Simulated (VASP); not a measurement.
An input for Ansatz (written as the equivalent of a VASP run, and not itself run):

Ansatz 0.2 input:
```yaml
crystal:
  lattice:
    - [0.0000000, 2.7250000, 2.7250000]
    - [2.7250000, 0.0000000, 2.7250000]
    - [2.7250000, 2.7250000, 0.0000000]
  atoms:
    - { symbol: Ga, position: [0.0000000, 0.0000000, 0.0000000] }
    - { symbol: P, position: [0.2500000, 0.2500000, 0.2500000] }
kpoints:
  mp_grid: { grid: [8, 8, 8] }
hamiltonian:
  xc: r2scan
  dispersion: rvv10
  pseudopotentials: { kind: paw }
scf:
  occupations: { method: gaussian, width: 0.05 }
  max_iter: 100
relax:
  max_steps: 60
  f_tol: 0.01
  cell: {}
output: { forces: true, stress: true, eigenvalues: true }
```

Question: Translate this input to VASP (INCAR, KPOINTS, POSCAR, choice of POTCAR).

Answer: This is not unique; one that fits is 
**POSCAR**
```
GaP
1.0
  0.0000000000   2.7250000000   2.7250000000
  2.7250000000   0.0000000000   2.7250000000
  2.7250000000   2.7250000000   0.0000000000
Ga P
1 1
Cart
  0.0000000000   0.0000000000   0.0000000000
  1.3625000000   1.3625000000   1.3625000000
```

### INCAR
```
EDIFF  =  1E-6
LUSE_VDW  =  .TRUE.
BPARAM  =  11.95
NSW  =  60
LWAVE  =  .FALSE.
SIGMA  =  0.05
METAGGA  =  R2SCAN
LASPH  =  .TRUE.   # aspherical one-centre terms
PREC  =  Accurate
EDIFFG  =  -0.01   # ionic stop
ALGO  =  Normal
LCHARG  =  .FALSE.
LREAL  =  .FALSE.   # projection in real space or not
LMIXTAU  =  .TRUE.
IBRION  =  2
ISIF  =  3   # ions, shape and volume
NELM  =  100   # most electronic steps
CPARAM  =  0.0093
LMAXMIX  =  4
ISMEAR  =  0
ENCUT  =  520   # plane-wave cut-off (eV)
SYSTEM  =  GaP
```

KPOINTS:
```
Automatic mesh
0
Gamma
8 8 8
0 0 0
```

POTCAR, in this order: Ga_d P (PBE.64 set). Program: vasp_std.

What does not carry over: each code has its own PAW files, so the cut-off isn't converted (ENCUT is set for VASP's; basis.ecutwfc is left out, and Ansatz then takes the one that its files recommend); Ansatz stops its SCF on the density residual and VASP on the energy change (EDIFF).

The compound is GaP in the zinc blende structure. This run relaxes it. Symmetry was kept, so distortions that lower it aren't found.
